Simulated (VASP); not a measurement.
Output of a VASP run:

File OSZICAR:
```
       N       E                     dE             d eps       ncg     rms          rms(c)
DAV:   1     0.786974397519E+02    0.78697E+02   -0.80981E+03 10084   0.154E+03
DAV:   2    -0.140319570161E+02   -0.92729E+02   -0.85846E+02  9935   0.253E+02
DAV:   3    -0.161666923577E+02   -0.21347E+01   -0.20717E+01 12133   0.544E+01
DAV:   4    -0.161982871680E+02   -0.31595E-01   -0.31588E-01 14225   0.507E+00
DAV:   5    -0.161985518944E+02   -0.26473E-03   -0.26472E-03 12225   0.445E-01    0.148E+01
DAV:   6    -0.145025113281E+02    0.16960E+01   -0.13742E+01 10586   0.754E+01    0.718E+00
DAV:   7    -0.140992318202E+02    0.40328E+00   -0.19183E+00 10992   0.273E+01    0.381E+00
DAV:   8    -0.140862517242E+02    0.12980E-01   -0.23658E-02 13697   0.184E+00    0.192E+00
DAV:   9    -0.140704834991E+02    0.15768E-01   -0.61533E-03 15108   0.131E+00    0.650E-01
DAV:  10    -0.140712018618E+02   -0.71836E-03   -0.70778E-04 13848   0.388E-01    0.362E-01
DAV:  11    -0.140713609675E+02   -0.15911E-03   -0.54794E-04 13333   0.374E-01    0.284E-02
DAV:  12    -0.140713608862E+02    0.81335E-07   -0.19450E-05 10817   0.447E-02    0.155E-02
DAV:  13    -0.140713595037E+02    0.13824E-05   -0.20631E-06  8873   0.214E-02    0.105E-02
DAV:  14    -0.140713602087E+02   -0.70501E-06   -0.63488E-07  6792   0.106E-02
   1 F= -.14071360E+02 E0= -.14071530E+02  d E =-.140714E+02  mag=     3.2347
```

**OUTCAR**
```
------------------------ aborting loop because EDIFF is reached ----------------------------------------
  FORCE on cell =-STRESS in cart. coord.  units (eV):
  Direction    XX          YY          ZZ          XY          YZ          ZX
  --------------------------------------------------------------------------------------
  Total        0.0040719      0.0040719     -0.0261322      0.0000000      0.0000000      0.0000000
  in kB        0.3011304      0.3011305     -1.9325741      0.0000000      0.0000000      0.0000000
  external PRESSURE =      -0.4434377 kB  Pullay stress =       0.0000000 kB
  volume of cell :       21.66
      direct lattice vectors                 reciprocal lattice vectors
     1.246586988 -2.159152230  0.000000000     0.401095154 -0.231572370  0.000000000
     1.246586988  2.159152230  0.000000000     0.401095154  0.231572370  0.000000000
     0.000000000  0.000000000  4.024526892     0.000000000  0.000000000  0.248476411
 POSITION                                       TOTAL-FORCE (eV/Angst)
 -----------------------------------------------------------------------------------
      1.24659      0.71972      1.00613         0.000000     -0.000000      0.000000
      1.24659     -0.71972      3.01840        -0.000000      0.000000      0.000000
 -----------------------------------------------------------------------------------
    total drift:                                0.000000      0.000001     -0.000029
  FREE ENERGIE OF THE ION-ELECTRON SYSTEM (eV)
  ---------------------------------------------------
  free  energy   TOTEN  =       -14.0713602087 eV

  energy  without entropy=      -14.0718698062  energy(sigma->0) =      -14.07153007

 total charge

# of ion       s       p       d       tot
------------------------------------------
    1        0.490   0.523   7.264   8.276
    2        0.490   0.523   7.264   8.276
--------------------------------------------------
tot          0.979   1.045  14.528  16.552

 magnetization (x)

# of ion       s       p       d       tot
------------------------------------------
    1       -0.015  -0.054   1.705   1.637
    2       -0.015  -0.054   1.705   1.637
--------------------------------------------------
tot         -0.029  -0.108   3.410   3.273

 reached required accuracy - stopping structural energy minimisation
```
(Selected blocks of OUTCAR.)

POSCAR:
```
Co
1
    1.2465869877    -2.1591522303     0.0000000000
    1.2465869877     2.1591522303    -0.0000000000
    0.0000000000     0.0000000000     4.0245268917
Co
2
Direct
  0.3333330000   0.6666670000   0.2500000000
  0.6666670000   0.3333330000   0.7500000000
```

Reconstruct the remaining input files.

This is not unique; one that fits is the input of the run itself, PBE GGA, plane waves, VASP's PBE PAW potentials (set 64).

KPOINTS:
```
Automatic mesh
0
Gamma
17 17 9
0 0 0
```

INCAR:
```
! general
SYSTEM  = Co
PREC    = Accurate
ENCUT   = 500   ! plane-wave cut-off (eV)
LREAL   = .FALSE.   ! projection in real space or not
LASPH   = .TRUE.   ! aspherical one-centre terms

! electronic loop
EDIFF   = 1E-6   ! SCF stop (eV)
NELM    = 100
ALGO    = Normal   ! blocked Davidson
LMAXMIX = 4

! smearing
ISMEAR  = 1   ! Methfessel-Paxton
SIGMA   = 0.1   ! width (eV)

! functional
GGA     = PE

! spin
ISPIN   = 2
MAGMOM  = 2*1.6

! ions
IBRION  = 2   ! conjugate gradients
NSW     = 40
ISIF    = 3   ! ions, shape and volume
EDIFFG  = -0.02   ! ionic stop

! output
LWAVE   = .FALSE.
LCHARG  = .FALSE.
LORBIT  = 10
```

POTCAR, in this order: Co (PBE.64 set). Program: vasp_std.

The compound is Co in the hcp structure. It was relaxed first.
